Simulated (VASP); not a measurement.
All values below come from PBE GGA, VASP's PBE PAW potentials (set 64) (plane waves; VASP).

The input files of a VASP run:

**POSCAR**
```
Sn
5.7270
 -0.5000000000   0.4961033700   0.2792559804
  0.5000000000  -0.4961033700   0.2792559804
  0.5000000000   0.4961033700  -0.2792559804
Sn
2
Cart
  0.5000000000   0.0000000000   0.1396279902
  0.0056100000  -0.0000000000   0.0000000000
```

INCAR:
```
ALGO = Normal
EDIFF = 1E-6
ENCUT = 575
GGA = PE
ISIF = 2
ISMEAR = 1
LASPH = .True.
LCHARG = .False.
LMAXMIX = 4
LREAL = .False.
LWAVE = .False.
NELM = 100
PREC = Accurate
SIGMA = 0.1
SYSTEM = Sn
```

File KPOINTS:
```
Automatic mesh
0
Gamma
12 12 12
0 0 0
```

POTCAR, in this order: Sn_d (PBE.64 set). Program: vasp_std.

Unless said otherwise, spin-orbit coupling is left out, though it shifts the bands of the heavy elements here.

Estimate the energy per atom (σ→0), pressure, largest force, band gap (on the k-mesh).

```json
{
  "energy per atom (σ→0)": "-3.764 eV/atom",
  "band gap (on the k-mesh)": "none (metal, semimetal or under 0.01 eV)",
  "pressure": "5.31 GPa",
  "largest_force": "0.159 eV/Å"
}
```

**OSZICAR**
```
...
DAV:   5    -0.755377005626E+01   -0.19820E-01   -0.19817E-01 23058   0.470E+00    0.261E+00
DAV:   6    -0.753376500331E+01    0.20005E-01   -0.35564E-02 22274   0.303E+00    0.146E+00
DAV:   7    -0.752750235167E+01    0.62627E-02   -0.23219E-02 22280   0.240E+00    0.171E-01
DAV:   8    -0.752740178252E+01    0.10057E-03   -0.23944E-03 20082   0.723E-01    0.339E-02
DAV:   9    -0.752741106562E+01   -0.92831E-05   -0.70723E-05 21828   0.917E-02    0.146E-02
DAV:  10    -0.752740864436E+01    0.24213E-05   -0.86700E-06 21162   0.413E-02    0.267E-03
DAV:  11    -0.752740864606E+01   -0.16980E-08   -0.43110E-07  9348   0.989E-03
   1 F= -.75274086E+01 E0= -.75273517E+01  d E =-.170776E-03
```

The compound is Sn in the beta structure. The cell was not relaxed at this level. The run is one of a series of settings (ENCUT = 575 against the base run), some of them coarse on purpose.
